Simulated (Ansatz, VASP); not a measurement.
# Cross-check of Al3GaO6 (amorphous (Al0.75Ga0.25)2O3) between VASP and Ansatz, part 3 of 3

One calculation is typed for both programs; each brings its own data sets. How far apart do they land? Of the first pair: The structure shown is the start of the Ansatz relaxation below; VASP solves that cell, so the two are compared at the walk's first step.

VASP 6.6.1 and Ansatz 0.2.0.

So far. Step 3 (VASP: single point, PBE, start cell, pair 1): The run ends at a pressure of 3.85 GPa, with forces up to 0.26 eV/Å.

### Step 6. VASP: single point, PBE, relaxed cell, pair 2

Level of this step: PBE; plane waves and PAW (Al, Ga_d, O) (VASP).

The same cell, functional, mesh and smearing now go to VASP, with its own data sets.

Input file INCAR:

```
SYSTEM = Al3GaO6
PREC = Accurate
ENCUT = 600
EDIFF = 1E-06
NELM = 120
ISMEAR = -1
SIGMA = 0.025
LREAL = Auto
ALGO = Normal
GGA = PE
NBANDS = 288
LORBIT = 11
LWAVE = .FALSE.
LCHARG = .FALSE.
ISIF = 2
LASPH = .TRUE.
GGA_COMPAT = .FALSE.
EFERMI = MIDGAP
NCORE = 2
```

Input file POSCAR:

```
Al3GaO6
1.0
   10.1104300000      0.2481430000      0.2558450000
    0.2481430000      9.8744390000     -0.3539760000
    0.2558450000     -0.3539760000      9.7064020000
Al Ga O
24 8 48
Direct
    0.5991900000      0.3068400000      0.1343500000
    0.3855900000      0.7711600000      0.5991000000
    0.3817700000      0.5536800000      0.0213300000
    0.7402100000      0.0579700000      0.9349500000
    0.3798500000      0.1087000000      0.1369000000
    0.7560000000      0.0217300000      0.4400900000
    0.7530200000      0.8187500000      0.1724700000
    0.4927100000      0.1895500000      0.4334500000
    0.5390800000      0.8262300000      0.0310000000
    0.9817700000      0.3238500000      0.8158700000
    0.4725500000      0.6941000000      0.2923100000
    0.9674900000      0.7882700000      0.4183800000
    0.7468300000      0.3175600000      0.6274100000
    0.7883500000      0.5563900000      0.2239000000
    0.9195100000      0.3085600000      0.1244500000
    0.0875600000      0.8432300000      0.9356400000
    0.5620800000      0.0192000000      0.6802700000
    0.8394100000      0.8327300000      0.6936500000
    0.0850900000      0.5772800000      0.1483700000
    0.1970300000      0.2968800000      0.5887900000
    0.9417000000      0.2654000000      0.4320700000
    0.1942300000      0.0677200000      0.4220800000
    0.2175300000      0.3439100000      0.9449900000
    0.9782300000      0.5315200000      0.6072600000
    0.8880800000      0.6562600000      0.9039700000
    0.5978000000      0.6055700000      0.7738600000
    0.2190600000      0.8401500000      0.2470300000
    0.3411400000      0.0301900000      0.8609000000
    0.2266000000      0.6016600000      0.4578100000
    0.5374000000      0.5025100000      0.4648700000
    0.5126300000      0.3177800000      0.8676900000
    0.9520400000      0.0399700000      0.1695200000
    0.2275300000      0.4794400000      0.0849400000
    0.3855000000      0.5347200000      0.3656100000
    0.5774700000      0.3286800000      0.5074200000
    0.9402800000      0.8360200000      0.8428500000
    0.2833900000      0.0295600000      0.2621100000
    0.7549400000      0.6905400000      0.7618900000
    0.1938200000      0.9387400000      0.8448800000
    0.3231600000      0.1845500000      0.4967100000
    0.8412600000      0.9011600000      0.5260300000
    0.9601000000      0.5026500000      0.7844700000
    0.8485000000      0.2452600000      0.7512500000
    0.0968700000      0.9214800000      0.4014600000
    0.4343400000      0.9706800000      0.0164000000
    0.6284200000      0.5843600000      0.3246800000
    0.5181500000      0.6375500000      0.6095200000
    0.4436600000      0.9007400000      0.7101900000
    0.6185200000      0.1972100000      0.9791700000
    0.4608200000      0.1557000000      0.7645200000
    0.3514000000      0.7131000000      0.1511600000
    0.1201400000      0.6746400000      0.3127900000
    0.8542400000      0.7264800000      0.2913300000
    0.0794600000      0.1908200000      0.5078800000
    0.5781800000      0.8065200000      0.2065000000
    0.4975400000      0.2006000000      0.2456900000
    0.7029900000      0.9038600000      0.0159700000
    0.2976300000      0.1934300000      0.0070100000
    0.3823100000      0.8072000000      0.4208100000
    0.7994600000      0.1850500000      0.4839600000
    0.9566600000      0.4781300000      0.2096800000
    0.1577100000      0.2903900000      0.7639800000
    0.6350300000      0.4160900000      0.7592100000
    0.7760400000      0.6456700000      0.0624900000
    0.1340900000      0.4519900000      0.5264500000
    0.9622000000      0.6987500000      0.5716800000
    0.9872900000      0.2100800000      0.2577100000
    0.0854800000      0.9126500000      0.1160000000
    0.0336500000      0.3302700000      0.9855900000
    0.0577500000      0.6749000000      0.0007900000
    0.3578800000      0.4324200000      0.8636800000
    0.5094000000      0.4368900000      0.0668700000
    0.8745200000      0.1285100000      0.0289900000
    0.8008900000      0.9807700000      0.2629000000
    0.7146200000      0.9865800000      0.7589800000
    0.4949800000      0.6759900000      0.9286100000
    0.8673300000      0.4183200000      0.5261900000
    0.7520500000      0.3675500000      0.1795400000
    0.2381800000      0.6929900000      0.6245500000
    0.5836800000      0.0457600000      0.4970400000
```

Input file KPOINTS:

```
Automatic mesh
0
Gamma
1 1 1
0 0 0
```

The projector-augmented-wave data sets are Al, Ga_d and O (PBE family, release 64).

The run is started by

```console
mpirun -np 8 vasp_gam
```

Numbers of over 12 decimals in the logs are rounded to 6 here.

The program printed:

```text
[... set-up lines as in an earlier step ...]
 entering main loop
       N       E                     dE             d eps       ncg     rms          rms(c)
DAV:   1     0.105194853590E+05    0.10519E+05   -0.21141E+05   632   0.241E+03
DAV:   2     0.204223222762E+04   -0.84773E+04   -0.78237E+04   640   0.755E+02
DAV:   3    -0.347905181142E+03   -0.23901E+04   -0.22228E+04   760   0.308E+02
DAV:   4    -0.622725840200E+03   -0.27482E+03   -0.26988E+03   736   0.115E+02
[...]
DAV:  17    -0.555798069195E+03   -0.28399E-05   -0.57628E-05   816   0.263E-02    0.816E-03
DAV:  18    -0.555798069420E+03   -0.22425E-06   -0.15023E-05   800   0.193E-02    0.495E-03
DAV:  19    -0.555798069549E+03   -0.12954E-06   -0.48193E-06   504   0.889E-03
   1 F= -.55579807E+03 E0= -.55579807E+03  d E =-.167621E-20
```

Parts of OUTCAR (step 6):

```text
  Total       -0.8227694     -0.8835374     -0.9171470      0.0338941     -0.0282053     -0.0017193
  in kB       -1.3639402     -1.4646780     -1.5203940      0.0561878     -0.0467572     -0.0028502
  external PRESSURE =      -1.4496707 kB  Pullay stress =       0.0000000 kB

 POSITION                                       TOTAL-FORCE (eV/Angst)
 -----------------------------------------------------------------------------------
      6.16858      3.13100      1.34874        -0.005113     -0.011560      0.015622
      4.24312      7.49839      5.64078         0.033254      0.017199      0.022801
      4.00271      5.55446      0.10872         0.000191      0.016962      0.006263
      7.73743      0.42515      9.24386         0.002794      0.002175     -0.009892
      3.90245      1.11915      1.38751        -0.001842     -0.005598      0.003762
      7.76147      0.24639      4.45742        -0.007903      0.000529     -0.006812
      7.86065      8.21050      1.57690        -0.002358      0.007135      0.000761
      5.13944      1.84053      4.26620        -0.007219     -0.016523     -0.001832
      5.66328      8.28135      0.14635        -0.013363      0.004253     -0.017215
     10.21521      3.15266      8.05571         0.021765      0.003451      0.004366
      5.02471      6.86764      2.71248         0.016729      0.004634     -0.006866
     10.08438      7.87570      4.02946         0.014144      0.015129      0.005069
      7.79009      3.09896      6.16856        -0.023930      0.005021     -0.017230
      8.16591      5.61041      2.17801        -0.011158     -0.006762      0.009921
[...]
-----------------------------------------------------------------------------------
    total drift:                               -0.004979     -0.009510     -0.012809

  FREE ENERGIE OF THE ION-ELECTRON SYSTEM (eV)
  ---------------------------------------------------
  free  energy   TOTEN  =      -555.7980695491 eV

  energy  without entropy=     -555.7980695491  energy(sigma->0) =     -555.79806955

[... 1 part as in an earlier step ...]

[... 2 further parts left out ...]
[key lines of the parts left out:]
E-fermi :   4.4485
```

The run ends at a pressure of -0.14 GPa, with forces up to 0.055 eV/Å.

### Step 7. Comparison

What differs besides the data sets and the points named for the pairs above, as far as they apply: the cutoff is 420 eV in Ansatz and 600 eV in VASP (PREC = Accurate, projectors in real space). Total energies have different zeros and are not compared.

Both answers:

```
              quantity  Ansatz   VASP  difference
        pressure (GPa)    0.00  -0.14       +0.14
gap on the k mesh (eV)   2.457  2.436      +0.021
```

At this near-relaxed geometry the largest component of a force difference is 48 meV/Å. A gap on the mesh is an upper bound, since the band edges may lie between its points.

### Step 8. What came out

| Item | Value |
| --- | --- |
| r.m.s. force difference (single point, PBE, start cell, pair 1) | 18 meV/Å |
| r.m.s. force difference (single point, PBE, relaxed cell, pair 2) | 17 meV/Å |

In words: The r.m.s. force difference is 18 meV/Å (single point, PBE, start cell, pair 1), beyond the 12 meV/Å picked in this series as the mark of a large difference. What causes the difference of the single point, PBE, start cell, pair 1 pair stays open here. What causes the difference of the single point, PBE, relaxed cell, pair 2 pair stays open here. How closely two codes agree says nothing of how well the functional describes the real material.

[Lines on the potential files, build, host, timing and source positions are cut from VASP's logs without a mark.]

[Logs are printed without paths, hosts, clocks, repeated set-up lines and the standing remarks that a program may print on its own settings, such as how far it seeks lower states.]

[Hosts, paths, dates, database ids (printed as entryN), source tags and the programs' standing remarks are cut or masked in the printed files.]
